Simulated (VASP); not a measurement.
Here is a VASP 6.6.1 calculation.

The input INCAR:

```
  ALGO = Fast
  EDIFF = 1E-7
  EDIFFG = -0.005
  ENCUT = 600
  GGA = PS
  IBRION = 2
  ISIF = 3
  ISMEAR = 0
  ISPIN = 2
  LASPH = True
  LCHARG = False
  LMAXMIX = 4
  LORBIT = 11
  LREAL = False
  LWAVE = False
  MAGMOM = 2 2
  NELM = 150
  NSW = 90
  PREC = Accurate
  SIGMA = 0.1
```

The input KPOINTS:

```
k-points
0
Gamma
  9 9 4
```

File POSCAR:

```
Co
1.0
    2.5070000000      0.0000000000      0.0000000000
   -1.2535000000      2.1711256900      0.0000000000
    0.0000000000      0.0000000000      4.0700000000
Co
2
Direct
    0.3333333300      0.6666666700      0.2500000000
    0.6666666700      0.3333333300      0.7500000000
```

Potentials or basis: VASP PAW PBE potentials, release 64 (Co).

Run with:

```bash
$ cat potpaw_PBE.64/Co/POTCAR > POTCAR
$ mpirun -np 1 vasp_std > vasp.out
```

Problem. Predict the site moments.

Solution. Co +1.50 μB.

Problem. Estimate the net moment.

Solution. 2.99 μB per cell.

Problem. Predict the band gap on the k mesh.

Solution. None (metal or under the smearing width).

Final structure:
```cif
data_structure
_symmetry_space_group_name_H-M 'P 1'
_symmetry_Int_Tables_number 1
_cell_length_a 2.4491
_cell_length_b 2.4491
_cell_length_c 3.9570
_cell_angle_alpha 90.000
_cell_angle_beta 90.000
_cell_angle_gamma 120.000
_cell_volume 20.55
loop_
_atom_site_label
_atom_site_type_symbol
_atom_site_fract_x
_atom_site_fract_y
_atom_site_fract_z
_atom_site_occupancy
Co1 Co 0.33333 0.66667 0.25000 1
Co2 Co 0.66667 0.33333 0.75000 1
```

Caveat: the k mesh is coarse (spacing up to 0.39 Å⁻¹), so the values aren't converged.
